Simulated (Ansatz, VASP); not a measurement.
TaSBr in VASP and in Ansatz

File INCAR:

```
PREC = Accurate
ENCUT = 600
EDIFF = 1E-7
ISMEAR = 0
SIGMA = 0.1
LREAL = False
LASPH = True
NELM = 100
ALGO = Normal
ISIF = 3
LWAVE = False
LCHARG = False
GGA = PE
IBRION = 2
NSW = 100
EDIFFG = -0.01
```

The input KPOINTS:

```
Automatic mesh
0
Gamma
  14 14 10
```

File POSCAR:

```
TaSBr
1.0
    3.4916778555      0.0000000000      0.0000000000
    0.0000000000      3.4916778555      0.0000000000
    0.0000000000      0.0000000000      5.2187797410
Ta S Br
1 1 1
Direct
    0.5000000000      0.5000000000      0.5000000000
    0.0000000000      0.0000000000      0.5000000000
    0.5000000000      0.5000000000      0.0000000000
```

Input for Ansatz:

```yaml
crystal:
  lattice:
    - [3.4916778555, 0.0, 0.0]
    - [0.0, 3.4916778555, 0.0]
    - [0.0, 0.0, 5.218779741]
  atoms:
    - { symbol: Ta, position: [0.5, 0.5, 0.5] }
    - { symbol: S, position: [0.0, 0.0, 0.5] }
    - { symbol: Br, position: [0.5, 0.5, 0.0] }
basis:
  ecutwfc: 420
kpoints:
  mp_grid: { grid: [14, 14, 10] }
hamiltonian:
  xc: pbe
scf:
  occupations: { method: gaussian, width: 0.1 }
output:
  forces: true
  stress: true
  eigenvalues: true
  write_density: true
  write_potential: true
  elf: true
  volumetric_format: npy
relax:
  adjacent_minimum: "off"
  f_tol: 0.01
  max_steps: 80
  cell: { stress_tol: 0.05 }
```

Alike in both runs: task relaxation of cell and atoms; functional PBE; k mesh 14 × 14 × 10; occupations gaussian, width 0.1 eV; no spin polarisation.

```csv
,VASP,Ansatz
version,VASP 6.6.1,Ansatz 0.2.0
potentials or method,"VASP PAW PBE potentials, release 64 (Ta_pv, S, Br)","scalar-relativistic, plane waves, PAW"
plane-wave cutoff (eV),600,420
valence electrons in the cell,24,26
```

|  | VASP | Ansatz | Ansatz less VASP |
| --- | --- | --- | --- |
| gap on the k mesh at the Fermi level, each at its own relaxed structure (eV) | none | none | - |
| relaxed volume (Å³/atom) | 21.24 | 21.22 | -0.015 |
| relaxed cell length with the largest relative difference (Å) | 3.493 | 3.492 | -0.0012 |

A gap of «none» marks a metal or a gap that the smearing closes. The two sets of potentials don't hold the same shells in valence.

Spin-orbit coupling is left out, which matters for the levels of Ta.
